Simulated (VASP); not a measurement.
```
CELL_PARAMETERS angstrom
      0.00000     1.80657     1.80657
      1.80657     0.00000     1.80657
      1.80657     1.80657     0.00000
ATOMIC_POSITIONS crystal
  B  0.00000 0.00000 0.00000
  N  0.25000 0.25000 0.25000
```

These are r2SCAN meta-GGA, VASP's PBE PAW potentials (set 64) (plane waves; VASP) values and carry that method's errors. Settings: 600 eV cut-off, 12×12×12 Γ-centred mesh, Gaussian smearing of 0.050 eV, potentials B N.

Each row applies one change to this cell, which was relaxed at other settings and keeps the small stress of the first row; at a fixed cut-off the stress holds a Pulay part, so it need not integrate to ΔE exactly. Stress is in GPa, positive when the cell is compressed; gaps are those on the k-mesh, and 0.00 means metallic.

```json
[
 {"change": "none", "ΔE (meV/atom)": "0.0", "σxx": "0.07", "σyy": "0.07", "σzz": "0.07", "largest shear component, with its sign (GPa)": "0.00", "gap (eV)": "4.98"},
 {"change": "biaxial strain of +4.0 % in the yz plane", "ΔE (meV/atom)": "53.1", "σxx": "-11.78", "σyy": "-33.90", "σzz": "-33.90", "largest shear component, with its sign (GPa)": "0.00", "gap (eV)": "4.23"},
 {"change": "biaxial strain of -1.5 % in the yz plane", "ΔE (meV/atom)": "(withheld)", "σxx": "(withheld)", "σyy": "(withheld)", "σzz": "(withheld)", "largest shear component, with its sign (GPa)": "(withheld)", "gap (eV)": "(withheld)"},
 {"change": "isotropic strain of +0.5 %", "ΔE (meV/atom)": "1.4", "σxx": "-5.64", "σyy": "-5.64", "σzz": "-5.64", "largest shear component, with its sign (GPa)": "0.00", "gap (eV)": "4.96"},
 {"change": "isotropic strain of +3.0 %", "ΔE (meV/atom)": "52.8", "σxx": "-29.44", "σyy": "-29.44", "σzz": "-29.44", "largest shear component, with its sign (GPa)": "0.00", "gap (eV)": "4.86"},
 {"change": "uniaxial strain of +1.5 % along z", "ΔE (meV/atom)": "3.1", "σxx": "-2.39", "σyy": "-2.39", "σzz": "-12.04", "largest shear component, with its sign (GPa)": "0.00", "gap (eV)": "4.82"},
 {"change": "shear strain γ_yz = -2.0 %", "ΔE (meV/atom)": "(withheld)", "σxx": "(withheld)", "σyy": "(withheld)", "σzz": "(withheld)", "largest shear component, with its sign (GPa)": "(withheld)", "gap (eV)": "(withheld)"},
 {"change": "biaxial strain of +2.0 % in the yz plane", "ΔE (meV/atom)": "13.6", "σxx": "-6.40", "σyy": "-18.33", "σzz": "-18.33", "largest shear component, with its sign (GPa)": "0.00", "gap (eV)": "4.58"}
]
```

**Question.** Some entries are withheld; supply them.

**Answer.** 
- biaxial strain of -1.5 % in the yz plane, ΔE (meV/atom): 8.9
- biaxial strain of -1.5 % in the yz plane, σxx: 5.73
- biaxial strain of -1.5 % in the yz plane, σyy: 15.98
- biaxial strain of -1.5 % in the yz plane, σzz: 15.98
- biaxial strain of -1.5 % in the yz plane, largest shear component, with its sign (GPa): 0.00
- biaxial strain of -1.5 % in the yz plane, gap (eV): 4.87
- shear strain γ_yz = -2.0 %, ΔE (meV/atom): 3.4
- shear strain γ_yz = -2.0 %, σxx: 0.11
- shear strain γ_yz = -2.0 %, σyy: 0.33
- shear strain γ_yz = -2.0 %, σzz: 0.33
- shear strain γ_yz = -2.0 %, largest shear component, with its sign (GPa): 9.33
- shear strain γ_yz = -2.0 %, gap (eV): 4.91

Failed runs are left out, and for metals the shear rows, which the mesh's noise covers.

The compound is BN in the zinc blende structure.
